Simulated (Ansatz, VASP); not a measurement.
# Al8Ga5P11O48 (Ga_P2): VASP beside Ansatz

One calculation is typed for both programs; each brings its own data sets. How far apart do they land? Of the first pair: The structure shown is the start of the Ansatz relaxation below; VASP solves that cell, so the two are compared at the walk's first step.

Main program and level: Ansatz 0.2.0; plane waves, with VASP 6.6.1 beside it; single point at PBEsol.

## 1. Set-up

The cell holds 72 atoms: 8 Al, 5 Ga, 11 P and 48 O. Cell: a = 9.916 Å, b = 9.916 Å, c = 11.035 Å, α = 90.6°, β = 90.6°, γ = 60.3°. It derives from Al2GaP3O12 (Al2GaP3O12 (C2)). Nearest the centre at fractional (0.734, 0.266, 0.000): Ga12 at 0.05 Å, O58 at 1.51 Å, O51 at 1.54 Å, O55 at 1.55 Å, O54 at 1.58 Å, Al6 at 3.06 Å, Al5 at 3.08 Å, Al7 at 3.12 Å. The cell carries charge −1.

Structure file:

```xyz
72
Lattice="8.5754 -4.9779 -0.0427 8.5754 4.9779 -0.0427 -0.0839 0.0000 11.0343" Properties=species:S:1:pos:R:3 pbc="T T T"
Al    6.5475    1.1193    1.8096
Al    1.9545    1.1687    9.1638
Al   10.8352    3.6492    1.7585
Al   14.7656   -1.3237    9.1614
Al   10.8651   -1.3845    1.7930
Al    6.2228   -1.3433    9.1972
Al    6.5962   -3.8059    1.8593
Al   10.4863    1.1621    9.0850
Ga    4.2586    0.1219    5.5177
Ga    8.5582    2.6367    5.4345
Ga    8.5192   -2.2762    5.4768
Ga    8.4845   -2.2928   10.9627
Ga   12.8258    0.1443    5.4984
P     4.2432    0.1253   11.0096
P    10.8344    3.6051    7.3191
P     6.2000   -1.3084    3.6761
P     8.5300    2.6559   -0.0248
P     6.5678    1.1453    7.3734
P    10.5595    1.1755    3.6423
P    15.1376    1.1170    7.2928
P    10.4764   -3.8097    3.5890
P    12.7730    0.1097   10.9525
P    10.8783   -1.3066    7.3328
P    14.7739   -1.3344    3.5586
O     5.6154    1.2602    6.1289
O     6.7919   -0.4676    2.5531
O     4.6968   -0.7003    9.8776
O     2.8410    1.2008    4.8839
O     1.7177   -0.4739    8.4593
O     3.7334   -0.7580    1.1473
O     5.4310    1.0226    0.5284
O     6.7233   -0.2467    7.8246
O     4.8754   -0.8478    4.0586
O     3.0759    1.0434   10.4188
O     1.7978   -0.2220    3.0963
O     3.6731   -0.8045    6.9448
O     9.8539    3.7055    6.1270
O    11.1241    2.0822    2.5049
O     9.0649    1.7399    9.8522
O     7.1530    3.6712    4.8252
O     5.9458    2.0729    8.4720
O     8.0682    1.7475    1.1372
O     9.7116    3.5164    0.5351
O    11.0243    2.2136    7.8867
O     9.1409    1.6553    4.0154
O     7.4095    3.5640   10.4794
O     6.1156    2.2280    3.0771
O     7.9090    1.6697    6.8591
O     9.8582   -1.2991    6.0636
O    11.0724   -2.8680    2.5075
O     9.0396   -3.2604    9.8883
O     7.1370   -1.2666    4.8855
O     5.9485   -2.9367    8.4241
O     8.0208   -3.2664    1.1016
O     9.6959   -1.4380    0.5558
O    11.0138   -2.7398    7.8930
O     9.1166   -3.3233    4.1109
O     7.3758   -1.4774   10.4336
O     6.0388   -2.7822    3.1227
O     7.9207   -3.3175    6.9301
O    14.1835    1.2638    6.0715
O    15.3786   -0.4710    2.4566
O    13.2917   -0.7083    9.8747
O    11.4606    1.2619    4.8204
O    10.2805   -0.3787    8.4212
O    12.3069   -0.7145    1.0388
O    13.9778    1.0580    0.5361
O    15.2572   -0.3011    7.8081
O    13.4043   -0.8021    4.0759
O    11.7130    1.0828   10.4174
O    10.3647   -0.2485    3.1272
O    12.1965   -0.8083    6.8489
```

## 2. Ansatz: relaxation, PBEsol

Ansatz runs on its default PAW (the set named soft_2) files.

The two programs are compared at the cell with which this relaxation starts, whose forces are those of its first step.

input.yaml reads:

```yaml
crystal:
  lattice:
    - [4.28770641, -2.488974, -0.021359]
    - [4.28770641, 2.488974, -0.021359]
    - [-0.08386766, 0.0, 11.03430385]
  atoms:
    - { symbol: Al, position: [0.53742837, 1.00115911, 0.16742231] }
    - { symbol: Al, position: [-0.00115911, 0.46257163, 0.83257769] }
    - { symbol: Ga, position: [0.46687149, 0.53312851, 0.5] }
    - { symbol: P, position: [0.46866256, 0.53133744, 0.0] }
    - { symbol: P, position: [0.53622095, 0.00436425, 0.66739529] }
    - { symbol: P, position: [0.99563575, 0.46377905, 0.33260471] }
    - { symbol: O, position: [0.41491108, 0.90269527, 0.55667821] }
    - { symbol: O, position: [0.88023829, 0.7082051, 0.2316637] }
    - { symbol: O, position: [0.70861373, 0.41177823, 0.89753616] }
    - { symbol: O, position: [0.09730473, 0.58508892, 0.44332179] }
    - { symbol: O, position: [0.2917949, 0.11976171, 0.7683363] }
    - { symbol: O, position: [0.58822177, 0.29138627, 0.10246384] }
    - { symbol: O, position: [0.41696096, 0.8431612, 0.05038338] }
    - { symbol: O, position: [0.84192302, 0.73646143, 0.71622935] }
    - { symbol: O, position: [0.73524119, 0.39921406, 0.37217115] }
    - { symbol: O, position: [0.1568388, 0.58303904, 0.94961662] }
    - { symbol: O, position: [0.26353857, 0.15807698, 0.28377065] }
    - { symbol: O, position: [0.60078595, 0.26475881, 0.62782885] }
  supercell: [2, 2, 1]
  defects: [{ substitution: { at: 39, symbol: Ga } }]
total_charge: -1
basis:
  ecutwfc: 420
  xc_grid: 2
hamiltonian:
  xc: pbesol
kpoints:
  mp_grid: { grid: [1, 1, 1], shift: [0.25, 0.25, 0.25] }
magnetization:
  spin_polarized: true
  initial_magnetization: 1
  spin_locking: { lock_magnetization: hard }
scf:
  occupations: { method: fixed }
  max_iter: 80
output:
  forces: true
  charged_corrections: { epsilon: [2.54, 2.5, 2.55], static_epsilon: [5.26, 4.93, 5.05] }
relax:
  f_tol: 0.02
  max_steps: 80
  random_displacement: { amplitude: 0.05, seed: 1868 }
checkpoint:
  write: "../qm1_M1.relax.run"
  compress: false
  write_wavefunctions: true
  write_every: 100000
```

The run is started by

```sh
ansatz run input.yaml --threads 4 --pin off --max-ram 7536MiB --backend cpu --events-out ev --progress --plain --runs-dir out
```

Numbers of over 12 decimals in the logs are rounded to 6 here.

Output:

```text
Engine: ansatz 0.2.0, aarch64-unknown-linux-gnu
Pseudopotentials: kind: paw
Pseudopotential: Al, paw, valence charge 3, recommended cutoff 420 eV (normal), Al.paw.azcp
Pseudopotential: Ga, paw, valence charge 13, recommended cutoff 420 eV (normal), Ga.paw.azcp
Pseudopotential: P, paw, valence charge 5, recommended cutoff 420 eV (normal), P.paw.azcp
Pseudopotential: O, paw, valence charge 6, recommended cutoff 420 eV (normal), O.paw.azcp
Functional definition: PBEsol
  exchange = pbesol_x
  correlation = pbesol_c
Crystal: 72 atoms, lattice volume = 942.028 Å³
Basis set: ecut = 420 eV, 18429 PW (Γ), exchange–correlation on 144×144×150 points (8 copies of the dense FFT grid, shifted against one another)
Bands: 289, of which v1, the nominal top of the filled ones, is band 217 counted from 1 (216 counted from 0)
Symmetry: 1 space group operations
k-points: 1
Non-local potential: Al, projectors of the file, l = 0: 2, l = 1: 2, l = 2: 1
Non-local potential: Ga, projectors of the file, l = 0: 2, l = 1: 2, l = 2: 3, l = 3: 1
Non-local potential: P, projectors of the file, l = 0: 2, l = 1: 2, l = 2: 2
Non-local potential: O, projectors of the file, l = 0: 2, l = 1: 2, l = 2: 1
PAW form: soft (Blöchl's): semilocal exchange-correlation on the pseudo side does not see the compensation charge
PAW frozen core: Al, regenerated for the run's functional, and the local potential with it (the file was generated under x = pbe(κ = 0.804, μ = 0.219515), c = pbe(β = 0.066725))
PAW frozen core: Ga, regenerated for the run's functional, and the local potential with it (the file was generated under x = pbe(κ = 0.804, μ = 0.219515), c = pbe(β = 0.066725))
PAW frozen core: P, regenerated for the run's functional, and the local potential with it (the file was generated under x = pbe(κ = 0.804, μ = 0.219515), c = pbe(β = 0.066725))
PAW frozen core: O, regenerated for the run's functional, and the local potential with it (the file was generated under x = pbe(κ = 0.804, μ = 0.219515), c = pbe(β = 0.066725))
PAW one-centre angular grid: Al, 110 points (default); XC on 64 Gauss nodes
PAW one-centre angular grid: Ga, 590 points (default); XC on 64 Gauss nodes
PAW one-centre angular grid: P, 110 points (default); XC on 64 Gauss nodes
PAW one-centre angular grid: O, 110 points (default); XC on 64 Gauss nodes
Initial density: superposition of atomic densities (chi_scale 0.1, normalization cell, long waves kept (reshape's long-wave potential 0.83 eV rms))
Starting moments: Σ|m| = 1 μB on 72 of 72 sites
Initial wavefunctions: pseudopotential atomic-orbital guess
Functional: x = pbesol(κ = 0.804, μ = 0.123457), c = pbesol(β = 0.046)
SCF iter   1: F=—  HF=-58050.068410 eV  |F-HF|=—  |Δ(HF+E_count)|=         —  Δρ=5.89e-2 (↑5.80e-2 ↓5.89e-2)  dr2=1.25e2  dr2_m=3.48e-1  M=1.000 μB ∫|m|=1.047 μB  β_m=0.30  ethr=3.10e-3  ⟨swp⟩=5.0  Hψ=2062  notcnv=0  defer=136
preconditioner: auto → Resta (q_TF=auto, 2.397 Å⁻¹)  ε∞=2.9  [insulator: Δε(μ)=0.134 eV  Ē_g=18.466 eV  n_scr=222 (ndim 8)  ℏωp=25.2 eV  f_vac=0.036  ε∞_Penn≈2.9]
spin=Collinear: Resta preconditioning applied to the charge; magnetization (m = ρ↑ − ρ↓) channel mixes plain (no charge-response kernel on spin).
SCF iter   2: F=—  HF=-58020.837769 eV  |F-HF|=—  |Δ(HF+E_count)|=    2.92e1  Δρ=3.18e-2 (↑3.01e-2 ↓3.18e-2)  dr2=3.12e1  dr2_m=3.38e-1  M=1.000 μB ∫|m|=1.070 μB  β_m=0.42  ethr=3.10e-3  ⟨swp⟩=3.0  Hψ=1041  notcnv=0  defer=140
SCF iter   3: F=—  HF=-58013.074257 eV  |F-HF|=—  |Δ(HF+E_count)|=    7.76e0  Δρ=2.11e-2 (↑1.38e-2 ↓2.11e-2)  dr2=7.42e0  dr2_m=4.78e-1  M=1.000 μB ∫|m|=1.103 μB  β_m=0.45  ethr=3.10e-3  ⟨swp⟩=3.0  Hψ=1024  notcnv=0  defer=139
SCF iter   4: F=—  HF=-58012.317156 eV  |F-HF|=—  |Δ(HF+E_count)|=   7.57e-1  Δρ=1.67e-2 (↑7.93e-3 ↓1.67e-2)  dr2=4.72e0  dr2_m=3.58e-1  M=1.000 μB ∫|m|=1.083 μB  β_m=0.42  ethr=1.71e-3  ⟨swp⟩=3.5  Hψ=969  notcnv=0  defer=139
SCF iter   5: F=—  HF=-58011.865165 eV  |F-HF|=—  |Δ(HF+E_count)|=   4.52e-1  Δρ=1.44e-2 (↑3.38e-3 ↓1.44e-2)  dr2=2.74e0  dr2_m=3.79e-1  M=1.000 μB ∫|m|=1.094 μB  β_m=0.39  ethr=1.09e-3  ⟨swp⟩=2.5  Hψ=797  notcnv=0  defer=140
SCF iter   6: F=—  HF=-58011.779531 eV  |F-HF|=—  |Δ(HF+E_count)|=   8.56e-2  Δρ=1.12e-2 (↑2.48e-3 ↓1.12e-2)  dr2=1.24e0  dr2_m=2.24e-1  M=1.000 μB ∫|m|=1.075 μB  β_m=0.32  ethr=6.33e-4  ⟨swp⟩=3.0  Hψ=782  notcnv=0  defer=141
SCF iter   7: F=—  HF=-58011.719760 eV  |F-HF|=—  |Δ(HF+E_count)|=   5.98e-2  Δρ=7.65e-3 (↑1.32e-3 ↓7.65e-3)  dr2=3.86e-1  dr2_m=1.19e-1  M=1.000 μB ∫|m|=1.072 μB  β_m=0.63  ethr=2.87e-4  ⟨swp⟩=2.0  Hψ=630  notcnv=0  defer=138
SCF iter   8: F=—  HF=-58011.760781 eV  |F-HF|=—  |Δ(HF+E_count)|=   4.10e-2  Δρ=5.29e-3 (↑1.00e-3 ↓5.29e-3)  dr2=3.12e-1  dr2_m=5.28e-2  M=1.000 μB ∫|m|=1.071 μB  β_m=0.69  ethr=8.91e-5  ⟨swp⟩=3.0  Hψ=780  notcnv=0  defer=140
[...]
--- Relaxed structure (10 steps of the walk, 8 accepted, 0 SCFs on fresh bases) ---
  F+E_penalty+E_count = -58020.38319780 eV   max|allowed force component| = 9.389e-3 eV/Å
  atoms:
    - { symbol: Al, position: [0.270027, 0.490024, 0.159330] }
    - { symbol: Al, position: [-0.00465313, 0.220616, 0.831992] }
    - { symbol: Ga, position: [0.235643, 0.261358, 0.498874] }
    - { symbol: P, position: [0.224526, 0.260271, -0.00351676] }
    - { symbol: P, position: [0.276629, -0.00442217, 0.669412] }
    - { symbol: P, position: [0.500114, 0.228004, 0.331415] }
    - { symbol: O, position: [0.201150, 0.450537, 0.552924] }
    - { symbol: O, position: [0.438947, 0.347768, 0.229189] }
    - { symbol: O, position: [0.333716, 0.200939, 0.887021] }
    - { symbol: O, position: [0.049061, 0.292218, 0.442941] }
    - { symbol: O, position: [0.152343, 0.055658, 0.767931] }
    - { symbol: O, position: [0.294088, 0.141789, 0.100206] }
    - { symbol: O, position: [0.198221, 0.417297, 0.045793] }
    - { symbol: O, position: [0.413901, 0.358133, 0.710976] }
    - { symbol: O, position: [0.373063, 0.191777, 0.372837] }
    - { symbol: O, position: [0.066476, 0.282255, 0.955206] }
    - { symbol: O, position: [0.127028, 0.083105, 0.282554] }
    - { symbol: O, position: [0.308001, 0.124686, 0.624956] }
    - { symbol: Al, position: [0.267291, 1.000147, 0.169332] }
    - { symbol: Al, position: [-0.000217369, 0.732682, 0.831744] }
    - { symbol: Ga, position: [0.240804, 0.759120, 0.500547] }
    - { symbol: P, position: [0.239605, 0.760350, 0.000533017] }
    - { symbol: P, position: [0.265196, 0.497257, 0.664270] }
    - { symbol: P, position: [0.502647, 0.734701, 0.336816] }
    - { symbol: O, position: [0.217333, 0.941460, 0.559412] }
    - { symbol: O, position: [0.438948, 0.858731, 0.237162] }
    - { symbol: O, position: [0.361416, 0.705245, 0.900066] }
    - { symbol: O, position: [0.058411, 0.782688, 0.441717] }
    - { symbol: O, position: [0.141198, 0.560998, 0.763943] }
    - { symbol: O, position: [0.294519, 0.638647, 0.101074] }
    - { symbol: O, position: [0.212161, 0.914718, 0.054890] }
    - { symbol: O, position: [0.428914, 0.864414, 0.721626] }
    - { symbol: O, position: [0.377014, 0.694896, 0.374855] }
    - { symbol: O, position: [0.085232, 0.787892, 0.946115] }
    - { symbol: O, position: [0.135414, 0.571082, 0.279527] }
    - { symbol: O, position: [0.305033, 0.622857, 0.626201] }
    - { symbol: Al, position: [0.769249, 0.514692, 0.164959] }
    - { symbol: Al, position: [0.485226, 0.230713, 0.836151] }
    - { symbol: Ga, position: [0.729870, 0.270080, 0.500546] }
    - { symbol: Ga, position: [0.708921, 0.291071, 0.000519869] }
    - { symbol: P, position: [0.762732, 0.0060716, 0.670246] }
    - { symbol: P, position: [0.993908, 0.237131, 0.330853] }
[...]
- { symbol: Al, position: [0.779344, 1.004660, 0.169089] }
    - { symbol: Al, position: [0.510012, 0.729788, 0.841818] }
    - { symbol: Ga, position: [0.738466, 0.764405, 0.502243] }
    - { symbol: P, position: [0.739698, 0.775399, 0.0046537] }
    - { symbol: P, position: [0.772028, 0.499829, 0.669691] }
    - { symbol: P, position: [1.004282, 0.723411, 0.331713] }
[...]
- { symbol: O, position: [0.652269, 0.560899, 0.771924] }
    - { symbol: O, position: [0.799028, 0.666212, 0.114117] }
    - { symbol: O, position: [0.717679, 0.933467, 0.045925] }
    - { symbol: O, position: [0.916765, 0.872895, 0.718480] }
    - { symbol: O, position: [0.875115, 0.692121, 0.376146] }
    - { symbol: O, position: [0.582684, 0.801697, 0.955322] }
    - { symbol: O, position: [0.641760, 0.585996, 0.290093] }
    - { symbol: O, position: [0.808138, 0.626963, 0.628275] }
```

(Continued in part 2 of 3.)

[Lines on the potential files, build, host, timing and source positions are cut from VASP's logs without a mark.]

[Logs are printed without paths, hosts, clocks, repeated set-up lines and the standing remarks that a program may print on its own settings, such as how far it seeks lower states.]

[Hosts, paths, dates, database ids (printed as entryN), source tags and the programs' standing remarks are cut or masked in the printed files.]
